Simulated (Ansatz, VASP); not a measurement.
**LuTiO in VASP and in Ansatz**

```
Lu Ti O
1.0
     3.73482    0.00000    0.00000
     0.00000    3.73482    0.00000
     0.00000    0.00000   10.75175
Lu Ti O
2 2 2
Direct
  0.75000 0.75000 0.39897
  0.25000 0.25000 0.60103
  0.25000 0.25000 0.13203
  0.75000 0.75000 0.86797
  0.75000 0.25000 0.50000
  0.25000 0.75000 0.50000
```

The cell was built by a generator and needn't be a form met in nature.

Alike in both runs: functional r2SCAN; k mesh 5 × 5 × 3; no spin polarisation; Hubbard terms Ti d U = 8.0 eV.

Ansatz relaxed the structure, and its values are those at the end. VASP's run is a single point on that final structure, the one shown.

|  | VASP | Ansatz |
| --- | --- | --- |
| version | VASP 6.6.1 | Ansatz 0.2.0 |
| potentials or method | VASP PAW PBE potentials, release 64 (Lu, Ti_sv, O) | PAW plane waves |
| plane-wave cutoff (eV) | 520 | 500 |
| occupations | fermi-dirac, width 0.1 eV | fermi-dirac |
| valence electrons in the cell | 86 | 86 |

Ansatz gave:

| Quantity | Value |
| --- | --- |
| gap on the k mesh at the Fermi level (eV) | none |
| pressure (GPa) | 0.0 |
| rms of the force components (eV/Å) | 0.002 |

Q: What did VASP give for the same quantities?

A: gap on the k mesh at the Fermi level (eV): none; pressure (GPa): -6.1; rms of the force components (eV/Å): 0.431.

The programs project onto different local orbitals, so the same U acts differently. A gap of «none» marks a metal or a gap that the smearing closes. Ansatz warned: «filled_band_counts_differ_across_k_points».

Caveats: the PAW data sets were made with another functional, which shifts forces and pressure a little (VASP); U without spin polarisation on a metal has little footing. Spin-orbit coupling is left out, which matters for the levels of Lu.
